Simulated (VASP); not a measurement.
A convergence study with VASP on PbSe (rock salt): one setting is varied, all else stays as given below, so the limit is that of these other settings. Each run relaxes cell and ions from the cell shown.

```
CELL_PARAMETERS angstrom
      0.00000     3.06000     3.06000
      3.06000     0.00000     3.06000
      3.06000     3.06000     0.00000
ATOMIC_POSITIONS crystal
  Pb 0.00000 0.00000 0.00000
  Se 0.50000 0.50000 0.50000
```

Computed with LDA (Ceperley-Alder, Perdew-Zunger), VASP's LDA PAW potentials (set 64) (plane waves; VASP 6.6.1). The tightest run used: 550 eV cut-off, 11×11×11 Γ-centred mesh, Gaussian smearing of 0.050 eV, potentials Pb_d Se.

Unless said otherwise, spin-orbit coupling is left out, though it shifts the bands of the heavy elements here. Gaps are read on the run's mesh, which can miss a band edge.

The settings run are 2×2×2 mesh; 3×3×3 mesh; 4×4×4 mesh; 5×5×5 mesh; 6×6×6 mesh; 7×7×7 mesh; 8×8×8 mesh; 9×9×9 mesh; 10×10×10 mesh; 11×11×11 mesh. From which on does the relaxed volume stay within 0.05 Å³/atom of the tightest run?

From 7×7×7 mesh on: it is off by 0.039 there and by no more than 0.05 in any finer run, while 6×6×6 mesh is off by 0.084.
```
setting        relaxed volume (Å³/atom)  E (eV/atom)  gap on the mesh (eV)  irreducible k-points  difference judged (Å³/atom)
-------------  ------------------------  -----------  --------------------  --------------------  ---------------------------
2×2×2 mesh                       31.743      -3.9629                 0.156                     3                        4.118
3×3×3 mesh                       27.093      -4.8009                 1.976                     4                        0.532
4×4×4 mesh                       27.383      -4.7245                 0.017                     8                        0.242
5×5×5 mesh                       27.516      -4.7377                 1.092                    10                        0.109
6×6×6 mesh                       27.541      -4.7314                 0.028                    16                        0.084
7×7×7 mesh                       27.586      -4.7310                 0.793                    20                        0.039
8×8×8 mesh                       27.605      -4.7293                 0.033                    29                        0.020
9×9×9 mesh                       27.612      -4.7295                 0.614                    35                        0.013
10×10×10 mesh                    27.625      -4.7287                 0.034                    47                        0.000
11×11×11 mesh                    27.625      -4.7290                 0.501                    56                        0.000
```

Left out are rungs that failed or repeat a setting and relaxations that didn't move; long series are thinned to 24 rows.

The compound is PbSe in the rock salt structure.
